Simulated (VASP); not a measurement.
These are PBEsol GGA, VASP's PBE PAW potentials (set 64) (plane waves; VASP) values and carry that method's errors.

Input for VASP

File KPOINTS:
```
Automatic
0
gamma
  10 10 3
```

### POSCAR
```
MoTe2
1
    3.4955643518    -0.0000000000     0.0000000000
   -1.7477821759     3.0272471167     0.0000000000
    0.0000000000     0.0000000000    13.9893468101
Te Mo
4 2
Direct
  0.6666670000   0.3333330000   0.3790000000
  0.3333330000   0.6666670000   0.8790000000
  0.3333330000   0.6666670000   0.6210000000
  0.6666670000   0.3333330000   0.1210000000
  0.6666670000   0.3333330000   0.7500000000
  0.3333330000   0.6666670000   0.2500000000
```

INCAR:
```
SYSTEM = MoTe2
PREC = Normal
ENCUT = 400
EDIFF = 1E-5
NELM = 100
ALGO = Fast
LREAL = .FALSE.
LASPH = .TRUE.
ISMEAR = 0
SIGMA = 0.05
GGA = PS
LMAXMIX = 4
LWAVE = .FALSE.
LCHARG = .FALSE.
NELMIN = 4
IBRION = 2
ISIF = 2
NSW = 20
EDIFFG = -0.03
```

POTCAR, in this order: Te Mo_sv (PBE.64 set). Program: vasp_std.

The resulting files:

### OSZICAR
```
       N       E                     dE             d eps       ncg     rms          rms(c)
DAV:   1     0.340885047713E+03    0.34089E+03   -0.24270E+04  2104   0.122E+03
DAV:   2    -0.206323254403E+02   -0.36152E+03   -0.35428E+03  2203   0.315E+02
DAV:   3    -0.402964445197E+02   -0.19664E+02   -0.19362E+02  2135   0.625E+01
DAV:   4    -0.408409183349E+02   -0.54447E+00   -0.54225E+00  2176   0.104E+01
DAV:   5    -0.408585245093E+02   -0.17606E-01   -0.17598E-01  2271   0.186E+00    0.235E+01
RMM:   6    -0.397819383223E+02    0.10766E+01   -0.71760E+00  1794   0.128E+01    0.886E+00
RMM:   7    -0.394830548591E+02    0.29888E+00   -0.19291E+00  1750   0.515E+00    0.521E+00
RMM:   8    -0.393879590418E+02    0.95096E-01   -0.60749E-01  1745   0.407E+00    0.861E-01
RMM:   9    -0.393988138028E+02   -0.10855E-01   -0.15232E-01  1921   0.132E+00    0.634E-01
RMM:  10    -0.393946388525E+02    0.41750E-02   -0.34747E-02  1771   0.868E-01    0.194E-01
RMM:  11    -0.393942919473E+02    0.34691E-03   -0.66558E-03  1810   0.367E-01    0.674E-02
RMM:  12    -0.393943590716E+02   -0.67124E-04   -0.18256E-03  2001   0.155E-01    0.459E-02
RMM:  13    -0.393943827405E+02   -0.23669E-04   -0.43459E-04  1889   0.670E-02    0.284E-02
RMM:  14    -0.393943856900E+02   -0.29495E-05   -0.71079E-05  1280   0.299E-02
   1 F= -.39394386E+02 E0= -.39394386E+02  d E =-.393944E+02
       N       E                     dE             d eps       ncg     rms          rms(c)
DAV:   1    -0.393944939180E+02   -0.11118E-03   -0.49794E-03  2051   0.262E-01    0.683E-02
RMM:   2    -0.393945041941E+02   -0.10276E-04   -0.17655E-04  1467   0.533E-02    0.279E-02
RMM:   3    -0.393945051860E+02   -0.99189E-06   -0.23534E-05  1139   0.219E-02    0.173E-02
RMM:   4    -0.393945042801E+02    0.90591E-06   -0.52250E-06   761   0.103E-02
   2 F= -.39394504E+02 E0= -.39394504E+02  d E =-.118590E-03
```

### OUTCAR
```
------------------------ aborting loop because EDIFF is reached ----------------------------------------
  FORCE on cell =-STRESS in cart. coord.  units (eV):
  Direction    XX          YY          ZZ          XY          YZ          ZX
  --------------------------------------------------------------------------------------
  Total       -0.1897583     -0.1897582     -0.0922326      0.0000000      0.0000000      0.0000000
  in kB       -2.0537552     -2.0537547     -0.9982343      0.0000000      0.0000000      0.0000000
  external PRESSURE =      -1.7019147 kB  Pullay stress =       0.0000000 kB
  volume of cell :      148.03
      direct lattice vectors                 reciprocal lattice vectors
     3.495564352  0.000000000  0.000000000     0.286076839  0.165166562  0.000000000
    -1.747782176  3.027247117  0.000000000     0.000000000  0.330333125  0.000000000
     0.000000000  0.000000000 13.989346810     0.000000000  0.000000000  0.071482966
 POSITION                                       TOTAL-FORCE (eV/Angst)
 -----------------------------------------------------------------------------------
      1.74778      1.00908      5.30352         0.000000      0.000000      0.007838
     -0.00000      2.01817     12.29820         0.000000     -0.000000      0.007838
     -0.00000      2.01817      8.68582         0.000000     -0.000000     -0.007838
      1.74778      1.00908      1.69115         0.000000      0.000000     -0.007838
      1.74778      1.00908     10.49201        -0.000000     -0.000000      0.000000
     -0.00000      2.01817      3.49734        -0.000000      0.000000      0.000000
 -----------------------------------------------------------------------------------
    total drift:                                0.000769     -0.000444      0.001059
  FREE ENERGIE OF THE ION-ELECTRON SYSTEM (eV)
  ---------------------------------------------------
  free  energy   TOTEN  =       -39.3945042801 eV

  energy  without entropy=      -39.3945042801  energy(sigma->0) =      -39.39450428

 reached required accuracy - stopping structural energy minimisation
```
(Selected blocks of OUTCAR.)

### CONTCAR
```
MoTe2
   1.00000000000000
     3.4955643518000001    0.0000000000000000    0.0000000000000000
    -1.7477821759000001    3.0272471166999999    0.0000000000000000
     0.0000000000000000    0.0000000000000000   13.9893468101000007
  Te              Mo
     4     2
Direct
     0.6666669999999968    0.3333330000000032    0.3791114794234787
     0.3333330000000032    0.6666669999999968    0.8791114794234787
     0.3333330000000032    0.6666669999999968    0.6208885205765213
     0.6666669999999968    0.3333330000000032    0.1208885205765213
     0.6666669999999968    0.3333330000000032    0.7500000000000000
     0.3333330000000032    0.6666669999999968    0.2500000000000000
```

Without a dispersion term in the relaxation, distances and binding between the weakly bound layers, chains or molecules are unreliable, and so is what depends on them.

The compound is MoTe2 in the 2H layered structure. This run relaxes the ions in a fixed cell. Symmetry was kept, so distortions that lower it aren't found.
